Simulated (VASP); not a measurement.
Input for VASP

### KPOINTS
```
Automatic mesh
0
Gamma
14 14 14
0 0 0
```

### INCAR
```
SYSTEM = TiC
PREC = Accurate; ENCUT = 520; LREAL = F
LASPH = T
EDIFF = 1E-7; NELM = 100; ALGO = Normal
LMAXMIX = 4; LMIXTAU = T
ISMEAR = 1; SIGMA = 0.1
METAGGA = R2SCAN; LUSE_VDW = T; BPARAM = 11.95
CPARAM = 0.0093
ISIF = 2
LWAVE = F; LCHARG = F
```

### POSCAR
```
TiC
1
    0.0000000000     2.1413049767     2.1413049767
    2.1413049767     0.0000000000     2.1413049767
    2.1413049767     2.1413049767     0.0000000000
Ti C
1 1
Direct
  0.0000000000   0.0000000000   0.0000000000
  0.5000000000   0.5000000000   0.5000000000
```

POTCAR, in this order: Ti_sv C (PBE.64 set). Program: vasp_std.

Write an equivalent input for Ansatz.

One equivalent input (not run):
Ansatz 0.2 input:
```yaml
crystal:
  lattice:
    - [0.0000000, 2.1413050, 2.1413050]
    - [2.1413050, 0.0000000, 2.1413050]
    - [2.1413050, 2.1413050, 0.0000000]
  atoms:
    - { symbol: Ti, position: [0.0000000, 0.0000000, 0.0000000] }
    - { symbol: C, position: [0.5000000, 0.5000000, 0.5000000] }
kpoints:
  mp_grid: { grid: [14, 14, 14] }
hamiltonian:
  xc: r2scan
  dispersion: rvv10
  pseudopotentials: { kind: paw }
scf:
  occupations: { method: methfessel_paxton, width: 0.1 }
  max_iter: 100
output: { forces: true, stress: true, eigenvalues: true }
```
The two are equivalent in intent, not identical: each code has its own PAW files, so the cut-off isn't converted (ENCUT is set for VASP's; basis.ecutwfc is left out, and Ansatz then takes the one that its files recommend); Ansatz stops its SCF on the density residual and VASP on the energy change (EDIFF).

The compound is TiC in the rock salt structure. This cell is one point of a volume scan, at 0.97 of the reference volume.
